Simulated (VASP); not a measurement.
Output of a VASP run:

**OSZICAR**
```
       N       E                     dE             d eps       ncg     rms          rms(c)
DAV:   1     0.274752422581E+01    0.27475E+01   -0.32339E+03   392   0.765E+02
DAV:   2    -0.176590717972E+02   -0.20407E+02   -0.19521E+02   520   0.821E+01
DAV:   3    -0.183205062970E+02   -0.66143E+00   -0.66143E+00   504   0.212E+01
DAV:   4    -0.183215943993E+02   -0.10881E-02   -0.10881E-02   584   0.880E-01
DAV:   5    -0.183215970930E+02   -0.26937E-05   -0.26937E-05   528   0.307E-02    0.601E+00
DAV:   6    -0.175210241595E+02    0.80057E+00   -0.62075E-01   416   0.475E+00    0.311E+00
DAV:   7    -0.172447935087E+02    0.27623E+00   -0.79946E-01   384   0.586E+00    0.460E-01
DAV:   8    -0.172519590597E+02   -0.71656E-02   -0.16105E-02   480   0.102E+00    0.516E-02
DAV:   9    -0.172519947239E+02   -0.35664E-04   -0.25963E-04   536   0.133E-01    0.187E-02
DAV:  10    -0.172520274936E+02   -0.32770E-04   -0.57956E-05   472   0.658E-02    0.675E-03
DAV:  11    -0.172520267842E+02    0.70938E-06   -0.34168E-06   528   0.109E-02    0.220E-03
DAV:  12    -0.172520267501E+02    0.34084E-07   -0.28763E-07   480   0.415E-03
   1 F= -.17252027E+02 E0= -.17252027E+02  d E =-.172520E+02
       N       E                     dE             d eps       ncg     rms          rms(c)
DAV:   1    -0.172520682517E+02   -0.41467E-04   -0.20644E-04   512   0.123E-01    0.572E-03
DAV:   2    -0.172520683105E+02   -0.58854E-07   -0.94660E-07   408   0.867E-03
   2 F= -.17252068E+02 E0= -.17252068E+02  d E =-.415604E-04
```

### OUTCAR
```
------------------------ aborting loop because EDIFF is reached ----------------------------------------
  FORCE on cell =-STRESS in cart. coord.  units (eV):
  Direction    XX          YY          ZZ          XY          YZ          ZX
  --------------------------------------------------------------------------------------
  Total       -0.0394000     -0.0394000      0.0296695     -0.0000000      0.0000000      0.0000000
  in kB       -1.0365973     -1.0365973      0.7805908     -0.0000000      0.0000000      0.0000000
  external PRESSURE =      -0.4308679 kB  Pullay stress =       0.0000000 kB
  volume of cell :       60.90
      direct lattice vectors                 reciprocal lattice vectors
     4.499904461 -0.000000000  0.000000000     0.222226940 -0.000000000  0.000000000
     0.000000000  4.499904461  0.000000000     0.000000000  0.222226940  0.000000000
     0.000000000  0.000000000  3.007393871     0.000000000  0.000000000  0.332513812
 POSITION                                       TOTAL-FORCE (eV/Angst)
 -----------------------------------------------------------------------------------
      4.49990     -0.00000      0.00000        -0.000000      0.000000      0.000000
      2.24995      2.24995      1.50370        -0.000000      0.000000      0.000000
      1.36943      1.36943      0.00000         0.002116      0.002116      0.000000
      3.61939      0.88052      1.50370         0.002116     -0.002116     -0.000000
      0.88052      3.61939      1.50370        -0.002116      0.002116      0.000000
      3.13047      3.13047      3.00739        -0.002116     -0.002116     -0.000000
 -----------------------------------------------------------------------------------
    total drift:                                0.000000     -0.000000     -0.000000
  FREE ENERGIE OF THE ION-ELECTRON SYSTEM (eV)
  ---------------------------------------------------
  free  energy   TOTEN  =       -17.2520683105 eV

  energy  without entropy=      -17.2520683105  energy(sigma->0) =      -17.25206831

 reached required accuracy - stopping structural energy minimisation
```
(Selected blocks of OUTCAR.)

**POSCAR**
```
MgH2
1
    4.5010089759     0.0000000000     0.0000000000
    0.0000000000     4.5010089759     0.0000000000
    0.0000000000     0.0000000000     3.0059180665
Mg H
2 4
Direct
  0.0000000000   0.0000000000   0.0000000000
  0.5000000000   0.5000000000   0.5000000000
  0.3042979983   0.3042979983   0.0000000000
  0.8042979983   0.1957020017   0.5000000000
  0.1957020017   0.8042979983   0.5000000000
  0.6957020017   0.6957020017   0.0000000000
```

### Question
Write an INCAR and KPOINTS that could have produced this output.

### Answer
This is not unique; one that fits is the input of the run itself, AM05 GGA, plane waves, VASP's PBE PAW potentials (set 64).

### KPOINTS
```
kpoints
0
G
 5 5 7
0 0 0
```

### INCAR
```
ALGO = Normal
EDIFF = 1E-7
EDIFFG = -0.01
ENCUT = 520
GGA = AM
IBRION = 2
ISIF = 4
ISMEAR = 0
LASPH = .True.
LCHARG = .False.
LREAL = .False.
LWAVE = .False.
NELM = 100
NSW = 30
PREC = Accurate
SIGMA = 0.05
SYSTEM = MgH2
```

POTCAR, in this order: Mg H (PBE.64 set). Program: vasp_std.

The compound is MgH2 in the rutile structure. This run relaxes it. Symmetry was kept, so distortions that lower it aren't found.
